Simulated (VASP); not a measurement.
Input:

```
CELL_PARAMETERS angstrom
      5.43202     0.00000     0.00000
      2.71601     4.70427     0.00000
      0.00000     0.00000    20.40665
ATOMIC_POSITIONS crystal
  Ru 0.83301 0.33523 0.34647
  Ru 0.33175 0.33523 0.34647
  Ru 0.83485 0.83029 0.34538
  Ru 0.33334 0.83333 0.34545
  Ru 0.99882 0.00115 0.44753
  Ru 0.50003 0.00115 0.44753
  Ru 0.00027 0.49946 0.44518
  Ru 0.49948 0.50104 0.44633
  Ru 0.83631 0.33162 0.55432
  Ru 0.33207 0.33162 0.55432
  Ru 0.83496 0.83008 0.55157
  Ru 0.33589 0.82821 0.55231
  Ru 0.98178 0.00906 0.66271
  Ru 0.50916 0.00906 0.66271
  Ru 0.99882 0.50236 0.65449
  Ru 0.50366 0.49268 0.65482
  C  0.25246 0.99508 0.72114
```

Computed with PBE GGA, VASP's PBE PAW potentials (set 64) (plane waves; VASP). Run with PREC = Normal, EDIFF = 1E-5, 400 eV cut-off, 6×6×1 Γ-centred mesh, first-order Methfessel-Paxton smearing of 0.10 eV, potentials Ru C.

**Question.** The ions are relaxed. Give the cell that the relaxation ends in.

**Answer.** 
```
CELL_PARAMETERS angstrom
      5.43202     0.00000     0.00000
      2.71601     4.70427     0.00000
      0.00000     0.00000    20.40665
ATOMIC_POSITIONS crystal
  Ru 0.83147 0.34596 0.34735
  Ru 0.32256 0.34596 0.34735
  Ru 0.83151 0.83697 0.34742
  Ru 0.32864 0.84272 0.34704
  Ru 0.99528 0.00972 0.44944
  Ru 0.49500 0.00972 0.44944
  Ru 0.99522 0.50956 0.44561
  Ru 0.49513 0.50974 0.44943
  Ru 0.82894 0.34379 0.55486
  Ru 0.32728 0.34379 0.55486
  Ru 0.82893 0.84214 0.55489
  Ru 0.32844 0.84313 0.55256
  Ru 0.97940 0.01787 0.65847
  Ru 0.50273 0.01787 0.65847
  Ru 0.99508 0.50983 0.65442
  Ru 0.50273 0.49454 0.65848
  C  0.32832 0.84336 0.70865
```

**Question.** How much energy does the relaxation gain?

**Answer.** The energy (σ→0) changes by -46.9 meV/atom, in 36 ionic steps.

The cell is a thin slab with vacuum, built from Ru (hcp): (001) face, C adsorbed.
